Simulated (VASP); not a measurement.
Input:

```yaml
crystal:
  lattice:
    - [-2.51131, 2.51131, 2.51131]
    - [2.51131, -2.51131, 2.51131]
    - [2.51131, 2.51131, -2.51131]
  atoms:
    - { symbol: Ba, position: [0.00000, 0.00000, 0.00000] }
```

Computed with AM05 GGA, VASP's PBE PAW potentials (set 64) (plane waves; VASP 6.6.1). Settings: 520 eV cut-off, 10×10×10 Γ-centred mesh, first-order Methfessel-Paxton smearing of 0.10 eV, potentials Ba_sv.

Unless said otherwise, spin-orbit coupling is left out, though it shifts the bands of the heavy elements here.

Q: Estimate the energy per atom (σ→0), band gap (on the k-mesh) with the smallest direct gap where there is one.

A: 
```json
{
  "band gap (on the k-mesh)": "none (metal, semimetal or under 0.01 eV)",
  "energy per atom (σ→0)": "-1.943 eV/atom"
}
```

Only differences to runs with the same potentials and settings are physical.

The compound is Ba in the bcc structure. This cell is one point of a volume scan, at 1.03 of the reference volume.
